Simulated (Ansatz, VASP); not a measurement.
# One calculation of HfIF3, two programs

```xyz
5
Lattice="4.3322 0.0000 0.0000 0.0000 4.3322 0.0000 0.0000 0.0000 4.3322" Properties=species:S:1:pos:R:3 pbc="T T T"
Hf    2.1661    2.1661    2.1661
I     0.0000    0.0000    0.0000
F     2.1661    2.1661    0.0000
F     2.1661    0.0000    2.1661
F     0.0000    2.1661    2.1661
```

Change from the starting cell: species swapped into the BaTiO3 type (Pm-3m, No. 221).

Alike in both runs: functional PBE; k mesh 8 × 8 × 8; occupations gaussian, width 0.01 eV; no spin polarisation.

Ansatz relaxed the structure, and its values are those at the end. VASP's run is a single point on that final structure, the one shown.

|  | VASP | Ansatz |
| --- | --- | --- |
| version | VASP 6.6.1 | Ansatz 0.2.0 |
| potentials or method | VASP PAW PBE potentials, release 64 (Hf_pv, I, F) | scalar-relativistic, plane waves, PAW |
| plane-wave cutoff (eV) | 520 | 420 |
| valence electrons in the cell | 38 | 64 |

|  | VASP | Ansatz | Ansatz less VASP |
| --- | --- | --- | --- |
| gap on the k mesh at the Fermi level (eV) | 0.12 | 0.17 | +0.057 |
| least direct gap on the mesh (eV) | 0.12 | 0.17 | +0.057 |
| pressure (GPa) | -1.5 | 0.0 | +1.43 |

The functional is the same, so the differences come from potentials, cutoffs and numerics. The two sets of potentials don't hold the same shells in valence.

Caveats: spin-orbit coupling is left out, which moves the levels of the heavy elements. A k mesh can miss the band edges.
